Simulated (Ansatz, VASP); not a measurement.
TaF3: VASP beside Ansatz

```
Ta F
1.0
     4.12512    0.00000    0.00000
     0.00000    4.12512    0.00000
     0.00000    0.00000    4.12512
Ta F
1 3
Direct
  0.00000 0.00000 0.00000
  0.50000 0.00000 0.00000
  0.00000 0.50000 0.00000
  0.00000 0.00000 0.50000
```

Alike in both runs: functional PBE; k mesh 5 × 5 × 5; no spin polarisation.

Ansatz relaxed the structure, and its values are those at the end. VASP's run is a single point on that final structure, the one shown.

```csv
,VASP,Ansatz
version,VASP 6.6.1,Ansatz 0.2.0
potentials or method,"VASP PAW PBE potentials, release 64 (Ta_pv, F)",PAW plane waves
plane-wave cutoff (eV),520,420
occupations,"fermi-dirac, width 0.1 eV",fermi-dirac
valence electrons in the cell,32,34
```

VASP gave:

| Item | Value |
| --- | --- |
| gap on the k mesh at the Fermi level (eV) | none |
| pressure (GPa) | 0.1 |

Task: Estimate Ansatz's values.

Result: gap on the k mesh at the Fermi level (eV): none; pressure (GPa): 0.0.

A gap of «none» marks a metal or a gap that the smearing closes. The two sets of potentials don't hold the same shells in valence.

Spin-orbit coupling is left out, which matters for the levels of Ta.
